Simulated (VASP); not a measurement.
Shape and ions are relaxed at each volume.

Input:

Er has the hexagonal space group P6₃/mmc (No. 194), the hcp (Mg type) structure, Pearson symbol hP2. Cell: a = b = 3.511 Å, c = 5.474 Å, α = β = 90.00°, γ = 120.00°. Er on 2c sees 12 Er at 3.406–3.511 Å (anticuboctahedral). (Neighbours: up to the widest gap in distance over summed covalent radii, below 1.35, at either atom.)

The numbers are results of PBEsol GGA, VASP's PBE PAW potentials (set 64) (plane waves; VASP), not measurements. Numerical set-up: 520 eV cut-off, 12×12×7 Γ-centred mesh, first-order Methfessel-Paxton smearing of 0.10 eV, potentials Er_3.

The 4f electrons are frozen in the core of the lanthanide potential, so 4f levels, which can set the real gap, and their magnetism are missing.

**Question.** Give the energy at these volumes per atom, relative to the lowest: 27.40, 28.28, 29.15, 30.03, 30.90 Å³.

**Answer.** 16.7, 4.3, 0.0, 3.0, 12.6 meV/atom. A third-order Birch-Murnaghan fit gives B0 = 44.4 GPa and B0′ = 2.2.

Measured: bulk modulus 44.4 GPa (computed value off by +0.1 %), as given by Wikipedia, Erbium (infobox). The calculation is for a static lattice, while the measured bulk modulus holds thermal and zero-point effects, which are part of the difference.

The compound is Er in the hcp structure. It was relaxed first.
